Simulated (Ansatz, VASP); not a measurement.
**Cross-check of Cu (Copper) between VASP and Ansatz**

Wanted: the spread between two codes on one cell, functional and k mesh. The cell is taken from a series of runs on this material, whose earlier steps may have relaxed, scaled, displaced or heated it; both programs get it as it stands.

Calculated with Ansatz 0.2.0; plane waves, with VASP 6.6.1 beside it; elastic constants at PBE.

**1. The starting structure**

Symmetry: Fm-3m, No. 225, cubic system. Conventional cell: a = 3.630 Å, b = 3.630 Å, c = 3.630 Å, α = 90.00°, β = 90.00°, γ = 90.00°. Nearest to Cu lie 12 Cu at 2.57 Å.

**2. Ansatz: elastic constants, PBE**

Ansatz runs on its default PAW (the set named soft_2) files.

Elastic constants are differences of stresses under small strains, so they test the stress and the mesh.

input.yaml

```yaml
crystal:
  lattice:
    - [0.0, 1.8151403639, 1.8151403639]
    - [1.8151403639, 0.0, 1.8151403639]
    - [1.8151403639, 1.8151403639, 0.0]
  atoms:
    - { symbol: Cu, position: [0.0, 0.0, 0.0] }
kpoints:
  mp_grid: { grid: [24, 24, 24] }
hamiltonian:
  xc: pbe
scf:
  occupations: { method: fermi_dirac, width: 0.15 }
output:
  forces: true
  stress: true
  eigenvalues: true
elastic:
  mode: relaxed_ion
  amplitude: 0.01
```

The run is started by

```
> ansatz run input.yaml --threads 8 --pin off --max-ram 14336MiB --backend cpu --events-out ev --progress --plain --runs-dir out
```

Numbers of over 12 decimals in the logs are rounded to 6 here.

Log:

```text
Engine: ansatz 0.2.0, x86_64-unknown-linux-gnu
Pseudopotentials: kind: paw
Pseudopotential: Cu, paw, valence charge 19, recommended cutoff 420 eV (normal), Cu.paw.azcp
Functional definition: PBE
  parameter kappa = 0.804
  parameter beta = 0.066725
  exchange = pbe_x(kappa = kappa, mu = beta*pi^2/3)
  correlation = pbe_c(beta = beta)
Crystal: 1 atoms, lattice volume = 11.961 Å³
Basis set: ecut = 420 eV, 259 PW (Γ), exchange–correlation on 36×36×36 points (8 copies of the dense FFT grid, shifted against one another)
Bands: 14, of which v1, the nominal top of the filled ones, is band 10 counted from 1 (9 counted from 0)
Symmetry: 48 space group operations
Space group: Fm-3m (ITA 225), of the structure as read, at distance tolerance 2.3e-5 Å
k-points: 413 of 13824
Non-local potential: Cu, projectors of the file, l = 0: 3, l = 1: 2, l = 2: 3, l = 3: 1
PAW form: soft (Blöchl's): semilocal exchange-correlation on the pseudo side does not see the compensation charge
PAW one-centre angular grid: Cu, 590 points (default); XC on 64 Gauss nodes
Initial density: superposition of atomic densities (neutral atoms: chi_scale 0, normalization atom), corrected by the library's trained network
Initial wavefunctions: pseudopotential atomic-orbital guess
Functional: x = pbe(κ = 0.804, μ = 0.219515), c = pbe(β = 0.066725)
SCF iter   1: F=—  HF=-6625.185645 eV  |F-HF|=—  |Δ(HF+E_count)|=         —  Δρ=7.06e-4  dr2=1.17e-5  ethr=1.77e-3  ⟨swp⟩=5.0  Hψ=28434  notcnv=0
preconditioner: auto → none  [metal: Δε(μ)=0.052 eV  Ē_g=16.892 eV  σ=0.150 eV  W_gap=0.09  n_scr=0 (ndim 8)  ℏωp=35.6 eV  f_vac=0.000  D(μ)=0.30/eV (n_scr^D=0)]
SCF iter   2: F=—  HF=-6625.185775 eV  |F-HF|=—  |Δ(HF+E_count)|=   1.30e-4  Δρ=3.69e-4  dr2=3.75e-6  ethr=6.14e-8  ⟨swp⟩=3.1  Hψ=15120  notcnv=0
SCF iter   3: F=—  HF=-6625.185785 eV  |F-HF|=—  |Δ(HF+E_count)|=   9.61e-6  Δρ=1.64e-4  dr2=6.18e-7  ethr=1.97e-8  ⟨swp⟩=2.0  Hψ=7878  notcnv=0
SCF iter   4: F=—  HF=-6625.185787 eV  |F-HF|=—  |Δ(HF+E_count)|=   1.98e-6  Δρ=6.25e-6  dr2=9.95e-10  ethr=3.25e-9  ⟨swp⟩=2.0  Hψ=7697  notcnv=0
SCF iter   5: F=—  HF=-6625.185787 eV  |F-HF|=—  |Δ(HF+E_count)|=   2.07e-9  Δρ=1.71e-6  dr2=6.95e-11  ethr=5.24e-12  ⟨swp⟩=2.1  Hψ=9189  notcnv=0
SCF iter   6: F=—  HF=-6625.185787 eV  |F-HF|=—  |Δ(HF+E_count)|=  6.91e-11  Δρ=7.55e-8  dr2=1.74e-13  ethr=3.66e-13 (applied; sched 1.00e-12)  ⟨swp⟩=2.0  Hψ=9798  notcnv=0
SCF iter   7: F=-6625.185787 eV  HF=-6625.185787 eV  |F-HF|=9.09e-13  |Δ(HF+E_count)|=  9.09e-13  Δρ=8.31e-9  dr2=2.32e-15  ethr=1.00e-12  ⟨swp⟩=4.2  Hψ=19356  notcnv=0
SCF 1 converged in 7 iterations: F = -6625.185787 eV  dr2 = 2.32e-15
  greatest PAW one-centre occupation: 1.000 electrons in one spin orbital (limit 2), on the Cu atom at site 0 (counted from 0), in its partial waves of l = 0
Crystal: 1 atoms, lattice volume = 11.722 Å³
Basis set: ecut = 420 eV, 257 PW (Γ), exchange–correlation on 36×36×36 points (8 copies of the dense FFT grid, shifted against one another)
Symmetry: 16 space group operations
k-points: 1063 of 13824
Initial density: handed on by an earlier stage of this run
Initial wavefunctions: those handed on with the density
iter 1 solved again at ethr=2.36e-5 eV; its pass at ethr=3.10e-3 eV (dr2=4.48e-3 eV) is discarded
SCF iter   1: F=—  HF=-6625.184004 eV  |F-HF|=—  |Δ(HF+E_count)|=         —  Δρ=7.67e-3  dr2=4.38e-3  ethr=2.36e-5  ⟨swp⟩=1.1  Hψ=95691  notcnv=0  defer=5
preconditioner: auto → none  [metal: Δε(μ)=0.016 eV  Ē_g=17.092 eV  σ=0.150 eV  W_gap=0.03  n_scr=0 (ndim 8)  ℏωp=36.0 eV  f_vac=0.000  D(μ)=0.30/eV (n_scr^D=0)]
SCF iter   2: F=—  HF=-6625.183094 eV  |F-HF|=—  |Δ(HF+E_count)|=   9.10e-4  Δρ=7.23e-4  dr2=3.51e-5  ethr=2.31e-5  ⟨swp⟩=2.2  Hψ=20451  notcnv=0  defer=5
[...]
SCF 2 converged in 7 iterations: F = -6625.183050 eV  dr2 = 1.85e-14
Crystal: 1 atoms, lattice volume = 12.200 Å³
[...]
SCF 5 converged in 3 iterations: F = -6625.185113 eV  dr2 = 5.95e-14
Crystal: 1 atoms, lattice volume = 11.960 Å³
Symmetry: 8 space group operations
k-points: 1963 of 13824
[...]
preconditioner: auto → none  [metal: Δε(μ)=0.019 eV  Ē_g=16.894 eV  σ=0.150 eV  W_gap=0.03  n_scr=0 (ndim 8)  ℏωp=35.6 eV  f_vac=0.000  D(μ)=0.30/eV (n_scr^D=0)]
[...]
SCF 6 converged in 7 iterations: F = -6625.184582 eV  dr2 = 5.42e-16
[...]
preconditioner: auto → none  [metal: Δε(μ)=0.017 eV  Ē_g=16.894 eV  σ=0.150 eV  W_gap=0.03  n_scr=0 (ndim 8)  ℏωp=35.6 eV  f_vac=0.000  D(μ)=0.30/eV (n_scr^D=0)]
[...]
SCF 7 converged in 6 iterations: F = -6625.184582 eV  dr2 = 9.79e-15
SCF iter   1: F=—  HF=-6625.185480 eV  |F-HF|=—  |Δ(HF+E_count)|=         —  Δρ=1.10e-4  dr2=3.00e-8  ethr=1.00e-12  ⟨swp⟩=8.8  Hψ=211886  notcnv=0
preconditioner: auto → none  [metal: Δε(μ)=0.003 eV  Ē_g=16.892 eV  σ=0.150 eV  W_gap=0.01  n_scr=0 (ndim 8)  ℏωp=35.6 eV  f_vac=0.000  D(μ)=0.30/eV (n_scr^D=0)]
SCF iter   2: F=—  HF=-6625.185483 eV  |F-HF|=—  |Δ(HF+E_count)|=   2.98e-6  Δρ=5.51e-5  dr2=7.50e-9  ethr=1.00e-12  ⟨swp⟩=2.0  Hψ=53733  notcnv=0
SCF iter   3: F=—  HF=-6625.185484 eV  |F-HF|=—  |Δ(HF+E_count)|=   9.94e-7  Δρ=5.01e-7  dr2=1.59e-11  ethr=1.00e-12  ⟨swp⟩=2.0  Hψ=38194  notcnv=0
SCF iter   4: F=—  HF=-6625.185484 eV  |F-HF|=—  |Δ(HF+E_count)|=  2.73e-12  Δρ=5.55e-8  dr2=1.24e-13  ethr=8.36e-14 (applied; sched 1.00e-12)  ⟨swp⟩=2.2  Hψ=36977  notcnv=0  defer=34
SCF iter   5: F=-6625.185484 eV  HF=-6625.185484 eV  |F-HF|=0.00e0  |Δ(HF+E_count)|=  2.73e-12  Δρ=1.45e-8  dr2=7.29e-15  ethr=1.00e-12  ⟨swp⟩=4.0  Hψ=81917  notcnv=0
SCF 8 converged in 5 iterations: F = -6625.185484 eV  dr2 = 7.29e-15
SCF iter   1: F=—  HF=-6625.185480 eV  |F-HF|=—  |Δ(HF+E_count)|=         —  Δρ=1.10e-4  dr2=3.00e-8  ethr=1.00e-12  ⟨swp⟩=9.2  Hψ=219162  notcnv=0
SCF iter   2: F=—  HF=-6625.185483 eV  |F-HF|=—  |Δ(HF+E_count)|=   2.98e-6  Δρ=5.51e-5  dr2=7.50e-9  ethr=1.00e-12  ⟨swp⟩=2.0  Hψ=53761  notcnv=0
SCF iter   3: F=—  HF=-6625.185484 eV  |F-HF|=—  |Δ(HF+E_count)|=   9.94e-7  Δρ=5.01e-7  dr2=1.59e-11  ethr=1.00e-12  ⟨swp⟩=2.0  Hψ=38194  notcnv=0
SCF iter   4: F=—  HF=-6625.185484 eV  |F-HF|=—  |Δ(HF+E_count)|=  5.46e-12  Δρ=5.55e-8  dr2=1.24e-13  ethr=8.35e-14 (applied; sched 1.00e-12)  ⟨swp⟩=2.2  Hψ=37011  notcnv=0  defer=32
SCF iter   5: F=-6625.185484 eV  HF=-6625.185484 eV  |F-HF|=1.82e-12  |Δ(HF+E_count)|=  1.82e-12  Δρ=1.45e-8  dr2=7.26e-15  ethr=1.00e-12  ⟨swp⟩=4.0  Hψ=81814  notcnv=0
SCF 9 converged in 5 iterations: F = -6625.185484 eV  dr2 = 7.26e-15
SCF converged after 7 iterations
Free energy (F): -6625.185787 eV
Harris-Foulkes:  -6625.185787 eV  (|F-HF|=9.09e-13)
Internal energy: -6625.163416 eV  (E = F + TS)
E sigma→0 (E₀):  -6625.174601 eV
Entropy (-TS):   -0.022370 eV (-22.370 meV/atom)
Fermi energy:    16.520377 eV
--- Per-component energies (eV) ---
  E_band       = -363.906552
  E_kinetic    = 299.779617
  E_local      = -4073.476487  (includes V_loc(G=0)·N_el)
  E_nonlocal   = 389.845754
  E_hartree    = 1793.659281
  E_xc         = -89.483005
  E_vxc        = -115.470691  (∫ρ·V_xc dr)
  E_paw        = -1662.910694  (= ΣΔE_a)
  E_vpaw       = -451.903555  (= ΣTr[D̂ρ^β])
  E_aug_tail   = 0.000245  (compensation charges beyond the density's cutoff)
  E_ewald      = -3282.578127
  E_smearing   = -0.022370  (= −TS)
  E_closure    = -0.000000  (closes the sum)
  Σ components = -6625.185787   (vs F -6625.185787, Δ=0.00e0)
--- Forces (eV/Å), atoms counted from 1 ---
  atom   1  Cu    -0.00000000     0.00000000    -0.00000000
  max |Σ_I F_I| component: 9.45e-32 eV/Å
--- Stress (GPa, compression-positive) ---
       -0.000687       0.000000       0.000000
        0.000000      -0.000687      -0.000000
        0.000000      -0.000000      -0.000687
  P = ⅓ Tr σ = -0.0007 GPa (-0.007 kbar)
--- Band table (eV; the first three rows and the last of 413) ---
  k-point 0: bands = [... 6 lower, 13.5291, 13.5291, 14.3458, 14.3458, 39.0012, 41.4041, 41.4041, 41.4041]
  k-point 1: bands = [... 6 lower, 13.5413, 13.5413, 14.3409, 14.3409, 38.6659, 40.4432, 41.1839, 41.1839]
  k-point 2: bands = [... 6 lower, 13.5751, 13.5751, 14.3287, 14.3287, 37.1892, 39.7692, 40.7169, 40.7169]
  k-point 412: bands = [... 6 lower, 13.0220, 14.3038, 15.0533, 22.6269, 22.6269, 24.7353, 25.1286, 44.4677]
--- Elastic constants: 2 strain directions × 4 members + reference (group order 48) ---
  dense FFT box of the reference and of every strained cell: 18×18×18
  strains applied: 11, 23; error gains: componentwise 1.00 (the most a stress slope's error grows in a printed constant), spectral 1.73 (1 for all six strains in a standard setting)
  C = ∂σ_k/∂η_j (tension-positive GPa; Voigt order 11 22 33 23 13 12):
       177.291    122.529    122.529     -0.000     -0.000      0.000
       122.529    177.291    122.529      0.000      0.000      0.000
       122.529    122.529    177.291      0.000     -0.000     -0.000
         0.000     -0.000     -0.000     80.645      0.000      0.000
        -0.000     -0.000      0.000      0.000     80.645     -0.000
        -0.000      0.000     -0.000     -0.000     -0.000     80.645
  reference stress σ⁰ (GPa):      0.001      0.001      0.001      0.000     -0.000     -0.000
  C* (energy form; C + prestress term) asymmetry max|C*_kj − C*_jk| = 4.263e-14 GPa — a small one proves nothing (zero by symmetry where the batch's group is 432, −43m or m−3m); a large one is finite-difference/SCF noise where every solve meets its electron count
  moduli (Voigt/Reuss/Hill, GPa): K = 140.78/140.78/140.78   G = 59.34/45.35/52.35   E = 139.72   ν = 0.335
  mechanically stable: yes (min eigenvalue of sym C = 54.76 GPa)
  strain η (Voigt 11):  stress-route row diagonal C_11 = 177.29 GPa, energy-path curvature d²(F+E_count+ΔE)/dδ²/Ω₀ = 177.16 GPa
    cells at ±δ against ±2δ: C21 122.62 and 122.89 GPa, apart by 0.15 % of the column's largest entry
         δ    σ_11 (GPa)             F (eV)   n_scf  n_hpsi   n_pw
    -2.000e-2      -3.7223       -6625.1830496       7  273699    257   relax 0 steps, max|allowed force component| 0.00e0 eV/Å
    -1.000e-2      -1.8160       -6625.1851127       3  217102    259   relax 0 steps, max|allowed force component| 0.00e0 eV/Å
     1.000e-2       1.7304       -6625.1851365       5  247888    259   relax 0 steps, max|allowed force component| 0.00e0 eV/Å
     2.000e-2       3.3744       -6625.1832248       6  244398    263   relax 0 steps, max|allowed force component| 0.00e0 eV/Å
  strain η (Voigt 23):  stress-route row diagonal C_44 = 80.64 GPa, energy-path curvature d²(F+E_count+ΔE)/dδ²/Ω₀ = 80.55 GPa
    cells at ±δ against ±2δ: C44 80.63 and 80.57 GPa, apart by 0.07 % of the column's largest entry
         δ    σ_23 (GPa)             F (eV)   n_scf  n_hpsi   n_pw
    -2.000e-2      -1.6114       -6625.1845819       7  501413    259   relax 0 steps, max|allowed force component| 0.00e0 eV/Å
    -1.000e-2      -0.8063       -6625.1854843       5  457444    259   relax 0 steps, max|allowed force component| 0.00e0 eV/Å
     1.000e-2       0.8063       -6625.1854843       5  450203    259   relax 0 steps, max|allowed force component| 0.00e0 eV/Å
     2.000e-2       1.6114       -6625.1845819       6  497934    259   relax 0 steps, max|allowed force component| 0.00e0 eV/Å
```

In the SCF lines HF is the Harris–Foulkes energy and dr2 the Hartree energy of the density residual, in eV; the loop may stop once dr2 is under the threshold and the program's other checks hold. Hψ counts applications of the Hamiltonian.

(Part 1 of 2 ends here.)

[Lines on the potential files, build, host, timing and source positions are cut from VASP's logs without a mark.]

[Logs are printed without paths, hosts, clocks, repeated set-up lines and the standing remarks that a program may print on its own settings, such as how far it seeks lower states.]

[Hosts, paths, dates, database ids (printed as entryN), source tags and the programs' standing remarks are cut or masked in the printed files.]
